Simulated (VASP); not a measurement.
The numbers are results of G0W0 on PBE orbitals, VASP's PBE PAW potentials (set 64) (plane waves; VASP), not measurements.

A VASP calculation is set up with these files.

**INCAR**
```
ALGO=EVGW0
ENCUT=500
ENCUTGW=180
GGA=PE
ISMEAR=0
LASPH=T
LCHARG=F
LREAL=F
LSPECTRALGW=T
LWAVE=T
NBANDS=128
NBANDSGW=14
NELMGW=1
NOMEGA=64
PREC=Normal
SIGMA=0.01
SYSTEM=BAs
```

File KPOINTS:
```
Automatic mesh
0
Gamma
6 6 6
0 0 0
```

**POSCAR**
```
BAs
1
    0.0000000000     2.3900000000     2.3900000000
    2.3900000000     0.0000000000     2.3900000000
    2.3900000000     2.3900000000     0.0000000000
B As
1 1
Direct
  0.0000000000   0.0000000000   0.0000000000
  0.2500000000   0.2500000000   0.2500000000
```

POTCAR, in this order: B_GW As_GW (PBE.64 set). Program: vasp_std. Read from the step before: W*.

The run wrote:

OSZICAR:
```
energies w=
    0.000    0.000    0.572    0.000    1.143    0.000    1.711    0.000
    2.276    0.000    2.836    0.000    3.390    0.000    3.938    0.000
    4.478    0.000    5.012    0.000    5.538    0.000    6.057    0.000
    6.569    0.000    7.074    0.000    7.572    0.000    8.065    0.000
    8.553    0.000    9.036    0.000    9.516    0.000    9.992    0.000
   10.468    0.000   10.942    0.000   11.417    0.000   11.893    0.000
   12.371    0.000   12.854    0.000   13.341    0.000   13.835    0.000
   14.337    0.000   14.849    0.000   15.372    0.000   15.909    0.000
   16.461    0.000   17.031    0.000   17.622    0.000   18.236    0.000
   18.876    0.000   19.548    0.000   20.254    0.000   20.999    0.000
   21.791    0.000   22.634    0.000   23.537    0.000   24.508    0.000
   25.560    0.000   26.704    0.000   27.957    0.000   29.338    0.000
   30.871    0.000   32.585    0.000   34.519    0.000   36.721    0.000
   39.253    0.000   42.200    0.000   45.674    0.000   49.834    0.000
   54.905    0.000   61.222    0.000   69.306    0.000   80.008    0.000
   94.827    0.000  116.665    0.000  151.981    0.000  218.644    0.000
NQ=   1    0.0000    0.0000    0.0000,
 performed        271000 updates of chi_q(r,r)
NQ=   2    0.1667    0.0000    0.0000,
 performed        786000 updates of chi_q(r,r)
NQ=   3    0.3333    0.0000    0.0000,
 performed       1301000 updates of chi_q(r,r)
NQ=   4    0.5000    0.0000    0.0000,
 performed       1730000 updates of chi_q(r,r)
NQ=   5    0.1667    0.1667    0.0000,
 performed       2245000 updates of chi_q(r,r)
NQ=   6    0.3333    0.1667    0.0000,
 performed       3068000 updates of chi_q(r,r)
NQ=   7    0.5000    0.1667    0.0000,
 performed       3891000 updates of chi_q(r,r)
NQ=   8   -0.3333    0.1667    0.0000,
 performed       4714000 updates of chi_q(r,r)
NQ=   9   -0.1667    0.1667    0.0000,
 performed       5422000 updates of chi_q(r,r)
NQ=  10    0.3333    0.3333    0.0000,
 performed       5937000 updates of chi_q(r,r)
NQ=  11    0.5000    0.3333    0.0000,
 performed       6760000 updates of chi_q(r,r)
NQ=  12   -0.3333    0.3333    0.0000,
 performed       7468000 updates of chi_q(r,r)
NQ=  13    0.5000    0.5000    0.0000,
 performed       7847000 updates of chi_q(r,r)
NQ=  14    0.5000    0.3333    0.1667,
 performed       8778000 updates of chi_q(r,r)
NQ=  15   -0.3333    0.3333    0.1667,
 performed       9651000 updates of chi_q(r,r)
NQ=  16   -0.3333    0.5000    0.1667,
 performed      10363000 updates of chi_q(r,r)
 resolving degeneracies of screened two electron integrals
```

File OUTCAR:
```


 k-point   1 :       0.0000    0.0000    0.0000
  band No.  KS-energies  QP-energies   sigma(KS)   V_xc(KS)     V^pw_x(r,r')   Z            occupation Imag(sigma)

      1      -9.2401      -9.9838     -12.7193     -11.6503     -19.5927       0.6957       2.0000       1.1975
      2       6.1489       5.5875     -13.2947     -12.5835     -13.9858       0.7894       2.0000       0.0356
      3       6.1489       5.5875     -13.2947     -12.5835     -13.9858       0.7894       2.0000       0.0356
      4       6.1489       5.5875     -13.2947     -12.5835     -13.9858       0.7894       2.0000       0.0356
      5       9.4199       9.6869     -11.0416     -11.3812      -6.7513       0.7862       0.0000      -0.0648
      6       9.4199       9.6869     -11.0416     -11.3812      -6.7513       0.7862       0.0000      -0.0648
      7       9.4199       9.6869     -11.0416     -11.3812      -6.7513       0.7862       0.0000      -0.0648
      8      10.7853      11.2912     -11.9477     -12.6131      -6.6703       0.7602       0.0000      -0.0931
      9      15.7082      15.6938      -8.9525      -8.9341      -3.1078       0.7801       0.0000      -0.2461
     10      19.0899      19.0913     -10.4008     -10.4027      -4.3860       0.7773       0.0000      -0.3377
     11      19.0899      19.0913     -10.4008     -10.4027      -4.3860       0.7773       0.0000      -0.3377
     12      20.5044      20.4429      -9.1132      -9.0340      -2.5257       0.7777       0.0000      -0.5836
     13      20.5044      20.4429      -9.1132      -9.0340      -2.5257       0.7777       0.0000      -0.5836
     14      20.5044      20.4429      -9.1132      -9.0340      -2.5257       0.7777       0.0000      -0.5836

 k-point   2 :       0.1667    0.0000    0.0000
  band No.  KS-energies  QP-energies   sigma(KS)   V_xc(KS)     V^pw_x(r,r')   Z            occupation Imag(sigma)

      1      -8.7877      -9.5257     -12.7447     -11.6905     -19.4520       0.7001       2.0000       1.1467
      2       3.1917       2.5495     -12.8758     -12.0422     -14.5664       0.7704       2.0000       0.0667
      3       5.4682       4.8987     -13.1234     -12.3995     -14.0103       0.7867       2.0000       0.0401
      4       5.4682       4.8987     -13.1234     -12.3995     -14.0103       0.7867       2.0000       0.0401
      5       9.4308       9.7254     -11.2477     -11.6247      -6.7465       0.7816       0.0000      -0.0689
      6      10.3052      10.5831     -11.1817     -11.5387      -6.5939       0.7786       0.0000      -0.0756
      7      10.3052      10.5831     -11.1817     -11.5387      -6.5939       0.7786       0.0000      -0.0756
      8      12.7688      13.1357     -11.7388     -12.2288      -6.0024       0.7487       0.0000      -0.1407
      9      17.1258      17.1947      -9.2410      -9.3298      -3.1536       0.7765       0.0000      -0.3243
     10      17.4334      17.3988      -9.7903      -9.7461      -3.9612       0.7828       0.0000      -0.2955
     11      17.4334      17.3988      -9.7903      -9.7461      -3.9612       0.7828       0.0000      -0.2955
     12      19.7741      19.7019      -9.0705      -8.9774      -2.6486       0.7745       0.0000      -0.4855
     13      23.8414      23.8019      -9.8638      -9.8124      -2.8500       0.7692       0.0000      -0.7866
     14      23.8414      23.8019      -9.8638      -9.8124      -2.8500       0.7692       0.0000      -0.7866

 k-point   3 :       0.3333    0.0000    0.0000
  band No.  KS-energies  QP-energies   sigma(KS)   V_xc(KS)     V^pw_x(r,r')   Z            occupation Imag(sigma)

      1      -7.5235      -8.2266     -12.8303     -11.8448     -19.0804       0.7135       2.0000       0.9904
      2      -0.5859      -1.3038     -12.5968     -11.6154     -16.0028       0.7315       2.0000       0.2036
      3       4.6350       4.0276     -13.1009     -12.3228     -14.3554       0.7807       2.0000       0.0485
      4       4.6350       4.0276     -13.1009     -12.3228     -14.3554       0.7807       2.0000       0.0485
      5       8.9892       9.2480     -11.2772     -11.6081      -6.8087       0.7824       0.0000      -0.0666
      6      10.9711      11.2237     -10.8465     -11.1719      -5.9738       0.7766       0.0000      -0.0867
      7      10.9711      11.2237     -10.8465     -11.1719      -5.9738       0.7766       0.0000      -0.0867
      8      14.8187      15.0268     -10.5521     -10.8317      -4.1455       0.7441       0.0000      -0.2399
      9      17.6190      17.6748      -9.5270      -9.5993      -3.3003       0.7718       0.0000      -0.3514
     10      18.1644      18.1733     -10.1255     -10.1370      -3.9577       0.7767       0.0000      -0.3781
     11      18.1644      18.1733     -10.1255     -10.1370      -3.9577       0.7767       0.0000      -0.3781
     12      22.2873      22.4858     -10.4165     -10.6822      -3.1806       0.7470       0.0000      -0.7068
     13      26.7064      26.5974     -10.8861     -10.7403      -3.0681       0.7477       0.0000      -1.1810
     14      26.7064      26.5974     -10.8861     -10.7403      -3.0681       0.7477       0.0000      -1.1810

 k-point   4 :       0.5000    0.0000    0.0000
  band No.  KS-energies  QP-energies   sigma(KS)   V_xc(KS)     V^pw_x(r,r')   Z            occupation Imag(sigma)

      1      -6.3736      -7.0316     -13.0358     -12.1255     -18.8337       0.7229       2.0000       0.8300
      2      -2.6288      -3.3669     -12.2854     -11.2564     -16.6411       0.7173       2.0000       0.3795
      3       4.3298       3.7057     -13.1188     -12.3184     -14.5163       0.7796       2.0000       0.0518
      4       4.3298       3.7057     -13.1188     -12.3184     -14.5163       0.7796       2.0000       0.0518
      5       8.8170       9.0628     -11.2998     -11.6136      -6.8539       0.7834       0.0000      -0.0656
      6      10.9245      11.1417     -10.6006     -10.8793      -5.7421       0.7794       0.0000      -0.0854
      7      10.9245      11.1417     -10.6006     -10.8793      -5.7421       0.7794       0.0000      -0.0854
      8      15.0098      15.0751      -9.5656      -9.6523      -3.3012       0.7534       0.0000      -0.2356
      9      18.8431      19.0341     -10.1579     -10.4108      -3.3574       0.7554       0.0000      -0.4347
     10      20.7008      20.8137     -10.5130     -10.6617      -3.5427       0.7595       0.0000      -0.5917
     11      20.7008      20.8137     -10.5130     -10.6617      -3.5427       0.7595       0.0000      -0.5917
     12      22.4066      22.6186     -11.2040     -11.4897      -3.7375       0.7420       0.0000      -0.8280
     13      23.2665      23.1753     -10.6586     -10.5407      -3.7350       0.7735       0.0000      -0.8258
     14      23.2665      23.1753     -10.6586     -10.5407      -3.7350       0.7735       0.0000      -0.8258

 k-point   5 :       0.1667    0.1667    0.0000
  band No.  KS-energies  QP-energies   sigma(KS)   V_xc(KS)     V^pw_x(r,r')   Z            occupation Imag(sigma)

      1      -8.6352      -9.3742     -12.7502     -11.7027     -19.4023       0.7055       2.0000       1.1302
      2       3.8611       3.2458     -13.3032     -12.5082     -14.7880       0.7740       2.0000       0.0577
      3       4.4395       3.8345     -12.8758     -12.1018     -14.0981       0.7816       2.0000       0.0492
      4       4.4395       3.8345     -12.8758     -12.1018     -14.0981       0.7816       2.0000       0.0492
      5       8.3893       8.5697     -10.6700     -10.8981      -6.5520       0.7909       0.0000      -0.0589
      6      11.7615      12.0949     -11.2430     -11.6819      -5.8223       0.7598       0.0000      -0.1095
      7      11.7745      12.0806     -11.4700     -11.8689      -6.4116       0.7671       0.0000      -0.1025
      8      11.7745      12.0806     -11.4700     -11.8689      -6.4116       0.7671       0.0000      -0.1025
      9      15.8162      15.8582     -10.1405     -10.1947      -4.3572       0.7753       0.0000      -0.2395
     10      17.8973      18.0169      -9.4330      -9.5874      -3.2347       0.7745       0.0000      -0.3653
     11      19.7524      19.7526     -10.4191     -10.4194      -4.2404       0.7761       0.0000      -0.3973
     12      21.8163      21.7500      -9.1922      -9.1068      -2.4714       0.7766       0.0000      -0.6677
     13      21.8163      21.7500      -9.1922      -9.1068      -2.4714       0.7766       0.0000      -0.6677
     14      23.3349      23.1779      -9.3273      -9.1233      -2.6333       0.7692       0.0000      -0.6441

 k-point   6 :       0.3333    0.1667    0.0000
  band No.  KS-energies  QP-energies   sigma(KS)   V_xc(KS)     V^pw_x(r,r')   Z            occupation Imag(sigma)

      1      -7.6251      -8.3310     -12.8020     -11.8123     -19.0917       0.7132       2.0000       1.0047
      2       0.6757      -0.0283     -12.8938     -11.9461     -15.7530       0.7429       2.0000       0.1368
      3       3.5184       2.8816     -12.8591     -12.0362     -14.3924       0.7738       2.0000       0.0597
      4       3.6364       2.9922     -12.8580     -12.0272     -14.4339       0.7753       2.0000       0.0589
      5       8.8753       9.0358     -10.6738     -10.8774      -6.3673       0.7887       0.0000      -0.0639
      6      11.4166      11.7547     -11.1546     -11.5977      -5.8525       0.7631       0.0000      -0.1041
      7      12.5939      12.7142     -10.5096     -10.6654      -5.2899       0.7725       0.0000      -0.1193
      8      12.8674      13.1680     -11.2885     -11.6839      -5.8085       0.7602       0.0000      -0.1357
      9      17.2459      17.4282     -10.9334     -11.1756      -4.2616       0.7526       0.0000      -0.3794
     10      19.5061      19.6256      -9.7071      -9.8620      -3.2336       0.7713       0.0000      -0.4856
     11      20.0188      20.0352     -10.2602     -10.2814      -3.8293       0.7731       0.0000      -0.4840
     12      22.3063      22.3341      -9.6238      -9.6603      -2.8014       0.7603       0.0000      -0.6298
     13      25.3292      25.1994     -10.1403      -9.9684      -2.7689       0.7549       0.0000      -0.9590
     14      27.6073      27.4588      -9.8755      -9.6789      -2.3979       0.7557       0.0000      -1.0938

...
```
(Selected blocks of OUTCAR.)

The mesh is coarse and the basis finite, so the quasiparticle values are not converged.

The compound is BAs in the zinc blende structure. The cell was not relaxed at this level.
